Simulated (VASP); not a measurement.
Output of a VASP run:

OSZICAR:
```
       N       E                     dE             d eps       ncg     rms          rms(c)
DAV:   1     0.132615597520E+03    0.13262E+03   -0.11420E+04  7320   0.138E+03
DAV:   2    -0.226607463754E+02   -0.15528E+03   -0.15323E+03  8741   0.359E+02
DAV:   3    -0.259603575827E+02   -0.32996E+01   -0.32731E+01  9476   0.482E+01
DAV:   4    -0.259757265743E+02   -0.15369E-01   -0.15367E-01  8468   0.383E+00
DAV:   5    -0.259758427084E+02   -0.11613E-03   -0.11613E-03  9672   0.321E-01    0.325E+01
DAV:   6    -0.252801168467E+02    0.69573E+00   -0.46249E+00  8734   0.177E+01    0.889E+00
DAV:   7    -0.251888010569E+02    0.91316E-01   -0.48359E-01  8433   0.524E+00    0.642E+00
DAV:   8    -0.251594744354E+02    0.29327E-01   -0.71046E-02  8944   0.242E+00    0.369E-01
DAV:   9    -0.251588621031E+02    0.61233E-03   -0.17764E-03  8853   0.364E-01    0.186E-01
DAV:  10    -0.251587739545E+02    0.88149E-04   -0.37372E-04  8741   0.189E-01    0.636E-02
DAV:  11    -0.251587676884E+02    0.62662E-05   -0.50977E-05  9098   0.641E-02    0.132E-02
DAV:  12    -0.251587672499E+02    0.43853E-06   -0.28968E-06  6359   0.126E-02
   1 F= -.15621217E+02 E0= -.15621236E+02  d E =-.156212E+02
```

OUTCAR:
```
------------------------ aborting loop because EDIFF is reached ----------------------------------------
  FORCE on cell =-STRESS in cart. coord.  units (eV):
  Direction    XX          YY          ZZ          XY          YZ          ZX
  --------------------------------------------------------------------------------------
  Total        9.5303762      9.5303762      9.4987616      0.0000000      0.0000000      0.0000000
  in kB      449.6615055    449.6615055    448.1698685      0.0000000      0.0000000      0.0000000
  external PRESSURE =      -0.8357068 kB  Pullay stress =     450.0000000 kB
  volume of cell :       33.96
      direct lattice vectors                 reciprocal lattice vectors
    -1.507487481  1.507487481  3.735661341     0.000000000  0.331677713  0.133845109
     1.507487481 -1.507487481  3.735661341     0.331677713  0.000000000  0.133845109
     1.507487481  1.507487481 -3.735661341     0.331677713  0.331677713  0.000000000
 POSITION                                       TOTAL-FORCE (eV/Angst)
 -----------------------------------------------------------------------------------
      0.00000      0.00000      4.98124        -0.000000     -0.000000      0.008875
      0.00000      0.00000      2.49009         0.000000      0.000000     -0.008875
      0.00000      0.00000      0.00000         0.000000      0.000000     -0.000000
 -----------------------------------------------------------------------------------
    total drift:                               -0.000000      0.000000      0.000000
  FREE ENERGIE OF THE ION-ELECTRON SYSTEM (eV)
  ---------------------------------------------------
  free  energy   TOTEN  =       -25.1587672499 eV

  energy  without entropy=      -25.1588249976  energy(sigma->0) =      -25.15878650
  enthalpy is  TOTEN    =       -15.6212167807 eV   P V=        9.5375504691

 reached required accuracy - stopping structural energy minimisation
```
(Selected blocks of OUTCAR.)

**POSCAR**
```
MoSi2
1
   -1.5074874809     1.5074874809     3.7356613406
    1.5074874809    -1.5074874809     3.7356613406
    1.5074874809     1.5074874809    -3.7356613406
Si Mo
2 1
Direct
  0.6667142922   0.6667142922   0.0000000000
  0.3332857078   0.3332857078   0.0000000000
  0.0000000000   0.0000000000   0.0000000000
```

Q: Write an INCAR and KPOINTS that could have produced this output.

A: Several could match; the one computed here: the input of the run itself, LDA (Ceperley-Alder, Perdew-Zunger), plane waves, VASP's LDA PAW potentials (set 64).

### INCAR
```
! general
SYSTEM =MoSi2
PREC   =Accurate
ENCUT  =500
LREAL  =.False.
LASPH  =.True.

! electronic loop
EDIFF  =1E-6
NELM   =100
ALGO   =Normal
LMAXMIX=4

! smearing
ISMEAR =1
SIGMA  =0.1

! ions
IBRION =2
NSW    =40
ISIF   =3
EDIFFG =-0.02
PSTRESS=450

! output
LWAVE  =.False.
LCHARG =.False.
```

### KPOINTS
```
Automatic mesh
0
Gamma
  14 14 14
```

POTCAR, in this order: Si Mo_sv (LDA.64 set). Program: vasp_std.

The compound is MoSi2 in the MoSi2 type structure. It was relaxed first under an external pressure of 45 GPa.
